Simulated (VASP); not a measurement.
Input:

```yaml
crystal:
  lattice:
    - [0.00000, 3.24891, 3.24891]
    - [3.24891, 0.00000, 3.24891]
    - [3.24891, 3.24891, 0.00000]
  atoms:
    - { symbol: Mg, position: [0.25000, 0.25000, 0.25000] }
    - { symbol: Mg, position: [0.75000, 0.75000, 0.75000] }
    - { symbol: Ge, position: [0.00000, 0.00000, 0.00000] }
```

These are optB86b-vdW, VASP's PBE PAW potentials (set 64) (plane waves; VASP) values and carry that method's errors. Settings: 520 eV cut-off, 6×6×6 Γ-centred mesh, Gaussian smearing of 0.050 eV, potentials Mg Ge_d.

Q: Predict the energy per atom (σ→0), pressure, band gap (on the k-mesh) with the smallest direct gap where there is one.

A: 
- band gap (on the k-mesh): 0.24 eV
- smallest direct gap (on the k-mesh): 0.77 eV
- energy per atom (σ→0): -0.763 eV/atom
- pressure: -27.5 kbar

The compound is Mg2Ge in the antifluorite structure. This cell is one point of a volume scan, at 1.06 of the reference volume.
